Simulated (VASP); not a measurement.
The system is Ir.

```xyz
1
Lattice="0.0000 1.9173 1.9173 1.9173 0.0000 1.9173 1.9173 1.9173 0.0000" Properties=species:S:1:pos:R:3 pbc="T T T"
Ir    0.0000    0.0000    0.0000
```

Base run:

```yaml
Program: VASP 6.6.1
Functional: PBE
Potentials_or_basis: VASP PAW PBE potentials, release 64 (Ir)
Cutoff: 520 eV
k_mesh: 16 × 16 × 16
Occupations: methfessel-paxton, width 0.1 eV
Spin: no spin polarisation
```

Its results: pressure 11.3 GPa.

Question: The run is repeated on the same cell with these changes: functional from PBE to r2SCAN; further incar settings from ALGO = Fast; EDIFF = 1e-07 to ALGO = Normal; EDIFF = 1e-07. What comes out?

Answer: Pressure 5.7 GPa.

Caveats: the PAW data sets were made with another functional, which shifts forces and pressure a little (some runs).
